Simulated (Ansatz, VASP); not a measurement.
# AgGeW (AgGeW in the AlB2 type) in two plane-wave programs

Wanted: the spread between two codes on one cell, functional and k mesh. The cell is generated by rule, not measured, and may not be a known phase. The cell is taken from a series of runs on this material, whose earlier steps may have relaxed, scaled, displaced or heated it; both programs get it as it stands.

Program: Ansatz 0.2.0. Level of theory: plane waves, with VASP 6.6.1 beside it; relaxation of cell and atoms at PBE and zone-centre phonons at PBE. Results are calculated unless marked as measured.

The structure was built from a prototype and need not be the compound's stable phase.

## Step 1: Set-up

It takes space group P-6m2 (No. 187, hexagonal). The conventional cell has a = 4.533 Å, b = 4.533 Å, c = 2.742 Å, α = 90.00°, β = 90.00°, γ = 120.00°. Nearest to W lie 2 W at 2.74 Å and 6 Ge at 2.95 Å and 6 Ag at 2.95 Å. Nearest to Ge lie 3 Ag at 2.62 Å and 2 Ge at 2.74 Å and 6 W at 2.95 Å. Nearest to Ag lie 3 Ge at 2.62 Å and 2 Ag at 2.74 Å and 6 W at 2.95 Å. Farther neighbours are not listed.

## Step 2: Ansatz: relaxation of cell and atoms, PBE, pair 1

Ansatz runs on its PAW soft_1 files.

The relaxed volume is the usual yardstick between codes: in a stiff, nearly cubic crystal its relative difference is about their pressure difference at one cell divided by the bulk modulus.

Contents of input.yaml:

```yaml
crystal:
  lattice:
    - [4.5332262012, 0.0, 0.0]
    - [-2.2666131006, 3.9258890514, 0.0]
    - [0.0, 0.0, 2.7422766452]
  atoms:
    - { symbol: W, position: [0.0, 0.0, 0.0] }
    - { symbol: Ge, position: [0.3333333333, 0.6666666667, 0.5] }
    - { symbol: Ag, position: [0.6666666667, 0.3333333333, 0.5] }
kpoints:
  mp_grid: { grid: [9, 9, 10] }
hamiltonian:
  xc: pbe
  pseudopotentials: { kind: paw, azcp: { folder: soft_1 } }
scf:
  occupations: { method: gaussian, width: 0.1 }
output:
  forces: true
  stress: true
  eigenvalues: true
relax:
  adjacent_minimum: "off"
  f_tol: 0.005
  max_steps: 80
  cell: { stress_tol: 0.05 }
```

Started as:

```console
$ ansatz run input.yaml --threads 4 --pin off --max-ram 12288MiB --backend cpu --events-out ev --progress --plain --runs-dir out
```

Numbers of over 12 decimals in the logs are rounded to 6 here.

The log of the run:

```text
Engine: ansatz 0.2.0, aarch64-unknown-linux-gnu
Pseudopotentials: kind: paw
Pseudopotential: W, paw, valence charge 14, recommended cutoff 420 eV (normal), soft_1/W.paw.azcp
Pseudopotential: Ge, paw, valence charge 14, recommended cutoff 420 eV (normal), soft_1/Ge.paw.azcp
Pseudopotential: Ag, paw, valence charge 19, recommended cutoff 420 eV (normal), soft_1/Ag.paw.azcp
Functional definition: PBE
  parameter kappa = 0.804
  parameter beta = 0.066725
  exchange = pbe_x(kappa = kappa, mu = beta*pi^2/3)
  correlation = pbe_c(beta = beta)
Crystal: 3 atoms, lattice volume = 48.804 Å³
Basis set: ecut = 420 eV, 951 PW (Γ), exchange–correlation on 64×64×40 points (8 copies of the dense FFT grid, shifted against one another)
Bands: 29, of which v1, the nominal top of the filled ones, is band 24 counted from 1 (23 counted from 0)
Symmetry: 12 space group operations
Space group: P-6m2 (ITA 187), of the structure as read, at distance tolerance 3.7e-5 Å
k-points: 72 of 810 (time reversal used)
Non-local potential: W, projectors of the file, l = 0: 3, l = 1: 2, l = 2: 2, l = 3: 1
Non-local potential: Ge, projectors of the file, l = 0: 2, l = 1: 2, l = 2: 3, l = 3: 1
Non-local potential: Ag, projectors of the file, l = 0: 3, l = 1: 2, l = 2: 2, l = 3: 1
PAW form: soft (Blöchl's): semilocal exchange-correlation on the pseudo side does not see the compensation charge
PAW one-centre angular grid: W, 590 points (default); XC on 64 Gauss nodes
PAW one-centre angular grid: Ge, 590 points (default); XC on 64 Gauss nodes
PAW one-centre angular grid: Ag, 590 points (default); XC on 64 Gauss nodes
Initial density: superposition of atomic densities (chi_scale 0.1, normalization cell, long waves kept (reshape's long-wave potential 0.00 eV rms))
Initial wavefunctions: pseudopotential atomic-orbital guess
Functional: x = pbe(κ = 0.804, μ = 0.219515), c = pbe(β = 0.066725)
SCF iter   1: F=—  HF=-22270.206448 eV  |F-HF|=—  |Δ(HF+E_count)|=         —  Δρ=6.23e-2  dr2=2.29e0  ethr=3.10e-3  ⟨swp⟩=4.1  Hψ=7152  notcnv=0
preconditioner: auto → none  [metal: Δε(μ)=0.029 eV  Ē_g=14.452 eV  σ=0.100 eV  W_gap=0.16  n_scr=8 (ndim 8)  ℏωp=29.6 eV  f_vac=0.000  D(μ)=2.32/eV (n_scr^D=26)  sad-step TF]
SCF iter   2: F=—  HF=-22269.868285 eV  |F-HF|=—  |Δ(HF+E_count)|=   3.38e-1  Δρ=3.88e-2  dr2=1.00e0  ethr=3.10e-3  ⟨swp⟩=2.0  Hψ=2969  notcnv=0  defer=62
SCF iter   3: F=—  HF=-22269.613198 eV  |F-HF|=—  |Δ(HF+E_count)|=   2.55e-1  Δρ=6.31e-3  dr2=1.64e-2  ethr=2.13e-3  ⟨swp⟩=2.1  Hψ=3109  notcnv=0  defer=67
SCF iter   4: F=—  HF=-22269.609743 eV  |F-HF|=—  |Δ(HF+E_count)|=   3.45e-3  Δρ=1.59e-3  dr2=8.00e-4  ethr=3.48e-5  ⟨swp⟩=2.0  Hψ=3789  notcnv=0  defer=69
SCF iter   5: F=—  HF=-22269.609869 eV  |F-HF|=—  |Δ(HF+E_count)|=   1.25e-4  Δρ=6.02e-4  dr2=1.29e-4  ethr=1.70e-6  ⟨swp⟩=2.0  Hψ=3140  notcnv=0  defer=69
SCF iter   6: F=—  HF=-22269.609848 eV  |F-HF|=—  |Δ(HF+E_count)|=   2.09e-5  Δρ=9.80e-5  dr2=4.82e-6  ethr=2.76e-7  ⟨swp⟩=2.0  Hψ=3401  notcnv=0  defer=69
SCF iter   7: F=—  HF=-22269.609848 eV  |F-HF|=—  |Δ(HF+E_count)|=   5.43e-7  Δρ=2.27e-5  dr2=1.84e-7  ethr=1.03e-8  ⟨swp⟩=2.0  Hψ=3130  notcnv=0  defer=69
SCF iter   8: F=-22269.609848 eV  HF=-22269.609848 eV  |F-HF|=6.26e-10  |Δ(HF+E_count)|=   8.18e-9  Δρ=3.51e-6  dr2=2.67e-9  ethr=2.13e-10  ⟨swp⟩=8.4  Hψ=7494  notcnv=0
SCF 1 converged in 8 iterations: F = -22269.609848 eV  dr2 = 2.67e-9
  greatest PAW one-centre occupation: 1.002 electrons in one spin orbital (limit 2), on the Ag atom at site 2 (counted from 0), in its partial waves of l = 0
relax step   1: F+E_penalty+E_count = -22269.60984842 eV  Δ(F+E_penalty+E_count) = +0.000e0 eV  max|allowed force component| = 3.701e-17 eV/Å  Δτ_max = 0.0000 Å  P = -0.093 GPa  Ω = 48.804 Å³  (8 SCF iters, dr2 threshold 1.00e-7 eV, accepted)
[...]
relax step   2: F+E_penalty+E_count = -22269.60987630 eV  Δ(F+E_penalty+E_count) = -2.788e-5 eV  max|allowed force component| = 1.781e-16 eV/Å  Δτ_max = 0.0000 Å  P = +0.138 GPa  Ω = 48.741 Å³  energy of the carried Pulay correction = +3.388e-5 eV  (6 SCF iters, dr2 threshold 7.76e-8 eV, rejected (line search))
[...]
relax step   3: F+E_penalty+E_count = -22269.60987546 eV  Δ(F+E_penalty+E_count) = -2.704e-5 eV  max|allowed force component| = 4.202e-17 eV/Å  Δτ_max = 0.0000 Å  P = +0.005 GPa  Ω = 48.778 Å³  energy of the carried Pulay correction = +1.403e-5 eV  (6 SCF iters, accepted)
[...]
relax step   4: F+E_penalty+E_count = -22269.60986363 eV  Δ(F+E_penalty+E_count) = +1.183e-5 eV  max|allowed force component| = 4.163e-17 eV/Å  Δτ_max = 0.0000 Å  P = +0.005 GPa  Ω = 48.778 Å³  stress off target by 9.05e-3 GPa  SCF on the basis re-selected at this cell (its energy is not comparable with the rows above)  (7 SCF iters)
basis re-selected at this cell: Δ(F+E_penalty+E_count) = +1.183e-5 eV, ΔP = +0.000 GPa vs the last step (what re-selecting the basis moved, of the pressure what is left beyond the Pulay correction that the steps carried, after the strain that the cell walked since its last selection, with what the two solves' SCF thresholds leave and, on support functions, any second-order correction that the steps lacked; it is no m [...]
SCF converged after 7 iterations
Free energy (F): -22269.609864 eV
Harris-Foulkes:  -22269.609864 eV  (|F-HF|=7.28e-12)
Internal energy: -22269.599369 eV  (E = F + TS)
E sigma→0 (E₀):  -22269.604616 eV
Entropy (-TS):   -0.010495 eV (-3.498 meV/atom)
Fermi energy:    18.164444 eV
--- Per-component energies (eV) ---
  E_band       = -399.967157
  E_kinetic    = 980.933078
  E_local      = -4517.721613  (includes V_loc(G=0)·N_el)
  E_nonlocal   = 224.648558
  E_hartree    = 2181.067214
  E_xc         = -498.059168
  E_vxc        = -497.646159  (∫ρ·V_xc dr)
  E_paw        = -14545.750730  (= ΣΔE_a)
  E_vpaw       = -952.315995  (= ΣTr[D̂ρ^β])
  E_aug_tail   = 0.000546  (compensation charges beyond the density's cutoff)
  E_ewald      = -6094.717254
  E_smearing   = -0.010495  (= −TS)
  E_closure    = 0.000000  (closes the sum)
  Σ components = -22269.609864   (vs F -22269.609864, Δ=0.00e0)
--- Forces (eV/Å), atoms counted from 1 ---
  atom   1  W     -0.00000000    -0.00000000     0.00000000
  atom   2  Ge     0.00000000    -0.00000000     0.00000000
  atom   3  Ag     0.00000000    -0.00000000     0.00000000
  max |Σ_I F_I| component: 1.32e-16 eV/Å
--- Stress (GPa, compression-positive) ---
        0.009051       0.000000       0.000000
        0.000000       0.009051       0.000000
        0.000000       0.000000      -0.003945
  P = ⅓ Tr σ = 0.0047 GPa (0.047 kbar)
--- Band table (eV; the first three rows and the last of 72) ---
  k-point 0: bands = [... 20 lower, 14.7353, 14.7353, 17.3981, 20.3565, 20.3565, 20.3714, 20.3714, 23.2551, ... 1 higher]
  k-point 1: bands = [... 20 lower, 15.0632, 15.0632, 17.5143, 19.0845, 19.0845, 21.6127, 21.6127, 22.9335, ... 1 higher]
  k-point 2: bands = [... 20 lower, 15.7449, 15.9001, 17.7499, 17.9336, 17.9336, 20.5233, 22.3820, 22.3820, ... 1 higher]
  k-point 71: bands = [... 20 lower, 15.6412, 16.5326, 16.9374, 18.4307, 18.7341, 19.7834, 19.9419, 21.8756, ... 1 higher]
--- Relaxed structure (3 steps of the walk, 2 accepted, 1 SCFs on fresh bases) ---
  F+E_penalty+E_count = -22269.60986363 eV   max|allowed force component| = 4.163e-17 eV/Å   (the final SCF, on the basis selected at the relaxed cell)
  cell:  # Å, volume = 48.7779 Å³
    - [4.533035, 0, 0]
    - [-2.266517, 3.925723, 0]
    - [0, 0, 2.741032]
  atoms:
    - { symbol: W, position: [0, 0, 0] }
    - { symbol: Ge, position: [0.333333, 0.666667, 0.500000] }
    - { symbol: Ag, position: [0.666667, 0.333333, 0.500000] }
```

## Step 3: VASP: relaxation of cell and atoms, PBE, pair 1

The same cell, functional, mesh and smearing now go to VASP, with its own data sets.

Lines of VASP's logs that name or quote its potential files are left out, and so is its time.

Contents of INCAR:

```
SYSTEM = AgGeW
PREC = Accurate
ENCUT = 600
EDIFF = 1E-07
NELM = 120
ISMEAR = 0
SIGMA = 0.1
LREAL = .FALSE.
ALGO = Normal
GGA = PE
NBANDS = 21
LASPH = .TRUE.
LORBIT = 11
LWAVE = .FALSE.
LCHARG = .FALSE.
ISIF = 3
IBRION = 2
NSW = 80
EDIFFG = -0.005
GGA_COMPAT = .FALSE.
NELMIN = 4
KPAR = 2
```

Contents of POSCAR:

```
AgGeW
1.0
    4.5332260000      0.0000000000      0.0000000000
   -2.2666130000      3.9258890000      0.0000000000
    0.0000000000      0.0000000000      2.7422770000
W Ge Ag
1 1 1
Direct
    0.0000000000      0.0000000000      0.0000000000
    0.3333332909      0.6666665818      0.4999998177
    0.6666667091      0.3333334182      0.4999998177
```

Contents of KPOINTS:

```
Automatic mesh
0
Gamma
9 9 10
0 0 0
```

The projector-augmented-wave data sets are W, Ge_d and Ag (PBE family, release 64).

Started as:

```console
$ mpirun -np 2 vasp_std
```

The log of the run:

```text
[banner, memory and clock lines left out]
running    2 mpi-ranks, on    1 nodes
 distrk:  each k-point on    1 cores,    2 groups
 distr:  one band on    1 cores,    1 groups

 POSCAR found type information on POSCAR W GeAg
 POSCAR found :  3 types and       3 ions
 LDA part: xc-table for (Slater+PW92), standard interpolation
 POSCAR, INCAR and KPOINTS ok, starting setup
 FFT: planning ... GRIDC
 FFT: planning ... GRID_SOFT
 FFT: planning ... GRID
 WAVECAR not read
 entering main loop
       N       E                     dE             d eps       ncg     rms          rms(c)
DAV:   1     0.245758017622E+03    0.24576E+03   -0.16128E+04  3637   0.340E+03
DAV:   2     0.107580912075E+02   -0.23500E+03   -0.22441E+03  3107   0.745E+02
DAV:   3    -0.186162135243E+02   -0.29374E+02   -0.28347E+02  3512   0.146E+02
DAV:   4    -0.196531718754E+02   -0.10370E+01   -0.10305E+01  3499   0.296E+01
DAV:   5    -0.196737698215E+02   -0.20598E-01   -0.20590E-01  3628   0.455E+00    0.170E+01
DAV:   6    -0.184705518013E+02    0.12032E+01   -0.41175E+00  3491   0.209E+01    0.972E+00
DAV:   7    -0.183615279143E+02    0.10902E+00   -0.43224E-01  3837   0.811E+00    0.343E+00
DAV:   8    -0.183266500437E+02    0.34878E-01   -0.84940E-02  3976   0.341E+00    0.158E+00
DAV:   9    -0.183214361988E+02    0.52138E-02   -0.12376E-02  3870   0.113E+00    0.275E-01
DAV:  10    -0.183210185022E+02    0.41770E-03   -0.22250E-03  4008   0.816E-01    0.977E-02
DAV:  11    -0.183209844434E+02    0.34059E-04   -0.24736E-04  4032   0.231E-01    0.239E-02
DAV:  12    -0.183209823082E+02    0.21352E-05   -0.28065E-05  4172   0.713E-02    0.970E-03
DAV:  13    -0.183209830579E+02   -0.74965E-06   -0.20127E-06  3432   0.171E-02    0.341E-03
DAV:  14    -0.183209834191E+02   -0.36130E-06   -0.48148E-07  3502   0.107E-02    0.656E-04
DAV:  15    -0.183209833642E+02    0.54958E-07   -0.19756E-08  1722   0.131E-03
   1 F= -.18320983E+02 E0= -.18315666E+02  d E =-.183210E+02
[...]
2 F= -.18319905E+02 E0= -.18314710E+02  d E =0.107856E-02
[...]
3 F= -.18321933E+02 E0= -.18316668E+02  d E =-.949197E-03
[...]
4 F= -.18321932E+02 E0= -.18316666E+02  d E =-.948700E-03
 curvature:  -0.20 expect dE=-0.220E-05 dE for cont linesearch -0.142E-06
 ZBRENT: accuracy reached
 trial: gam=-0.00997 g(F)=  0.677E-41 g(S)=  0.109E-04 ort = 0.569E-04 (trialstep = 0.880E+00)
 search vector abs. value=  0.102E-04
 bond charge predicted
       N       E                     dE             d eps       ncg     rms          rms(c)
DAV:   1    -0.183219702211E+02   -0.38105E-04   -0.99957E-04  3229   0.283E-01    0.331E-02
DAV:   2    -0.183219471239E+02    0.23097E-04   -0.30122E-05  4019   0.625E-02    0.198E-02
DAV:   3    -0.183219377325E+02    0.93914E-05   -0.99910E-06  4117   0.325E-02    0.763E-03
DAV:   4    -0.183219367592E+02    0.97326E-06   -0.25547E-06  3834   0.153E-02    0.302E-03
DAV:   5    -0.183219366709E+02    0.88368E-07   -0.23171E-07  2549   0.546E-03
   5 F= -.18321937E+02 E0= -.18316676E+02  d E =-.460692E-05
 trial-energy change:   -0.000005  1 .order   -0.000005   -0.000009   -0.000000
 step:   0.9074(harm=  0.9074)  dis= 0.00000  next Energy=   -18.321937 (dE=-0.468E-05)
 reached required accuracy - stopping structural energy minimisation
```

OUTCAR, selected parts (step 3):

```text
ion  position               nearest neighbor table
   1  0.000  0.000  0.000-   2 2.95   3 2.95   2 2.95   3 2.95   3 2.95   2 2.95   3 2.95   2 2.95
                             3 2.95   2 2.95   3 2.95   2 2.95
   2  0.333  0.667  0.500-   3 2.62   3 2.62   3 2.62   1 2.95   1 2.95   1 2.95   1 2.95   1 2.95
                             1 2.95
   3  0.667  0.333  0.500-   2 2.62   2 2.62   2 2.62   1 2.95   1 2.95   1 2.95   1 2.95   1 2.95
                             1 2.95

  LATTYP: Found a hexagonal cell.
 ALAT       =     4.5332260000
 C/A-ratio  =     0.6049283667

 Subroutine GETGRP returns: Found 12 space group operations
 (whereof 12 operations were pure point group operations)

The static configuration has the point symmetry D_3h.

 Found     72 irreducible k-points:

   k-points           NKPTS =     72   k-points in BZ     NKDIM =     72   number of bands    NBANDS=     21

   dimension x,y,z NGX =    36 NGY =   36 NGZ =   24
   dimension x,y,z NGXF=    72 NGYF=   72 NGZF=   48

   ENCUT  =  600.0 eV  44.10 Ry    6.64 a.u.   9.05  9.05  5.48*2*pi/ulx,y,z

   NELECT =      31.0000    total number of electrons

 k-points in reciprocal lattice and weights: Automatic mesh
   0.00000000  0.00000000  0.00000000       0.001
   0.11111111  0.00000000  0.00000000       0.007
   0.22222222  0.00000000  0.00000000       0.007
   0.33333333 -0.00000000  0.00000000       0.007
   0.44444444  0.00000000  0.00000000       0.007
   0.11111111  0.11111111  0.00000000       0.007
   0.22222222  0.11111111  0.00000000       0.015
   0.33333333  0.11111111  0.00000000       0.015
   0.44444444  0.11111111  0.00000000       0.007
[...]
0.33333333  0.22222222  0.50000000       0.015
   0.33333333  0.33333333  0.50000000       0.002

 average (electrostatic) potential at core
       1 -37.1971       2 -70.9748       3 -71.4464

 E-fermi :   8.7177

 k-point     1 :       0.0000    0.0000    0.0000
  band No.  band energies     occupation
    ...
     11       4.1223      2.00000
     12       4.7458      2.00000
     13       5.2818      2.00000
     14       5.2818      2.00000
     15       7.9757      2.00000
     16      10.9275      0.00000
     17      10.9275      0.00000
     18      10.9401      0.00000
     19      10.9402      0.00000
     20      13.8263      0.00000
    ...

 k-point     2 :       0.1111    0.0000    0.0000
  band No.  band energies     occupation
    ...
     11       4.1214      2.00000
     12       4.6881      2.00000
     13       5.1891      2.00000
     14       5.2936      2.00000
     15       8.4264      1.99996
     16      10.1675      0.00000
     17      10.4544      0.00000
     18      10.8606      0.00000
     19      10.9345      0.00000
     20      14.1131      0.00000
    ...

 k-point     3 :       0.2222    0.0000    0.0000
  band No.  band energies     occupation
    ...
     11       4.1184      2.00000
     12       4.2473      2.00000
     13       5.2307      2.00000
     14       5.3375      2.00000
     15       8.7406      0.74651
     16       9.5363      0.00000
     17       9.7686      0.00000
     18      10.7170      0.00000
     19      10.9520      0.00000
     20      14.3944      0.00000
    ...

  Total       -0.0058223     -0.0058223     -0.0097401      0.0000000      0.0000000      0.0000000
  in kB       -0.1922268     -0.1922268     -0.3215747      0.0000000      0.0000000      0.0000000
  external PRESSURE =      -0.2353428 kB  Pullay stress =       0.0000000 kB

  energy-cutoff  :      600.00
  volume of cell :       48.53
      direct lattice vectors                 reciprocal lattice vectors
     4.526843339  0.000000000 -0.000000000     0.220904486  0.127539260 -0.000000000
    -2.263421670  3.920361453  0.000000000    -0.000000000  0.255078521  0.000000000
     0.000000000  0.000000000  2.734461491     0.000000000 -0.000000000  0.365702718

 POSITION                                       TOTAL-FORCE (eV/Angst)
 -----------------------------------------------------------------------------------
      0.00000      0.00000      2.73446         0.000000     -0.000000      0.000000
      0.00000      2.61357      1.36723         0.000000     -0.000000      0.000000
      2.26342      1.30679      1.36723        -0.000000      0.000000      0.000000
 -----------------------------------------------------------------------------------
    total drift:                                0.000002      0.000081      0.000375

  FREE ENERGIE OF THE ION-ELECTRON SYSTEM (eV)
  ---------------------------------------------------
  free  energy   TOTEN  =       -18.3219366709 eV

  energy  without entropy=      -18.3114160496  energy(sigma->0) =      -18.31667636

 reached required accuracy - stopping structural energy minimisation

 total charge
# of ion       s       p       d       tot
------------------------------------------
    1        0.538   0.441   4.077   5.055
    2        1.107   1.135  10.084  12.326
    3        0.472   0.506   9.108  10.086
--------------------------------------------------
tot          2.117   2.082  23.269  27.468

[... 3 further parts left out ...]
```

CONTCAR:

```
AgGeW
   1.00000000000000
     4.5268433390532552    0.0000000000000000   -0.0000000000000000
    -2.2634216695266276    3.9203614529570534    0.0000000000000000
     0.0000000000000000    0.0000000000000000    2.7344614905372597
  W               Ge              Ag
     1     1     1
Direct
     0.0000000000000000    0.0000000000000000    1.0000000000000000
     0.3333332909000006    0.6666665818000013    0.4999998177000009
     0.6666667090999994    0.3333334181999987    0.4999998177000009
```

## Step 4: Comparison

Known differences besides the potentials themselves: the data sets hold 47 valence electrons in Ansatz (on its PAW soft_1 files) and 31 in VASP; the cutoff is 420 eV in Ansatz and 600 eV in VASP; Ansatz adds a Pulay correction to the stress that steers its cell, VASP none. Total energies have different zeros and are not compared.

The two programs side by side:

| quantity | Ansatz | VASP | difference |
| --- | --- | --- | --- |
| volume (Å³) | 48.78 | 48.53 | +0.51 % |
| edge a after relaxation, in the typed setting (Å) | 4.533 | 4.527 | +0.14 % |
| edge c after relaxation, in the typed setting (Å) | 2.741 | 2.735 | +0.24 % |

(Part 1 of 2 ends here.)

[Lines on the potential files, build, host, timing and source positions are cut from VASP's logs without a mark.]

[Logs are printed without paths, hosts, clocks, repeated set-up lines and the standing remarks that a program may print on its own settings, such as how far it seeks lower states.]

[Hosts, paths, dates, database ids (printed as entryN), source tags and the programs' standing remarks are cut or masked in the printed files.]
